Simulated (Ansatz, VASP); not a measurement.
## NaAl: VASP beside Ansatz

```
CELL_PARAMETERS angstrom
0.00000 3.07266 3.07266
3.07266 0.00000 3.07266
3.07266 3.07266 0.00000
ATOMIC_POSITIONS crystal
Na 0.00000 0.00000 0.00000
Al 0.50000 0.50000 0.50000
```

Alike in both runs: functional PBE; k mesh 16 × 16 × 16; occupations gaussian, width 0.1 eV; no spin polarisation.

Ansatz relaxed the structure, and its values are those at the end. VASP's run is a single point on that final structure, the one shown.

|  | VASP | Ansatz |
| --- | --- | --- |
| version | VASP 6.6.1 | Ansatz 0.2.0 |
| potentials or method | VASP PAW PBE potentials, release 64 (Na_pv, Al) | scalar-relativistic, plane waves, PAW |
| plane-wave cutoff (eV) | 520 | 420 |
| valence electrons in the cell | 10 | 12 |

```tsv
	VASP	Ansatz	Ansatz less VASP
gap on the k mesh at the Fermi level (eV)	none	none	-
pressure (GPa)	-0.1	0.0	+0.06
```

A gap of «none» marks a metal or a gap that the smearing closes. The two sets of potentials don't hold the same shells in valence.
